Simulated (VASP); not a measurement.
Energy against volume of Y (hcp). Level of theory: PBE GGA, VASP's PBE PAW potentials (set 64) (plane waves; VASP). Run with 520 eV cut-off, 12×12×7 Γ-centred mesh, first-order Methfessel-Paxton smearing of 0.10 eV, potentials Y_sv.

Shape and ions are relaxed at each volume.

```json
[
 {"V (Å³/atom)": "30.726", "E (eV/atom)": "-6.41207"},
 {"V (Å³/atom)": "31.707", "E (eV/atom)": "-6.42569"},
 {"V (Å³/atom)": "32.688", "E (eV/atom)": "-6.43091"},
 {"V (Å³/atom)": "33.668", "E (eV/atom)": "-6.42851"}
]
```

Problem. Fit these four points and predict the energy of the run at 34.649 Å³/atom.

Solution. A cubic in V^(−2/3), the third-order Birch-Murnaghan form, passes through the four points with V0 = 32.85 Å³/atom and B0 = 41 GPa, and gives -6.4192 eV/atom there. The run gave -6.4193 eV/atom, -0.1 meV/atom from the fit; all five points give B0 = 41 GPa.

The compound is Y in the hcp structure. It was relaxed first.
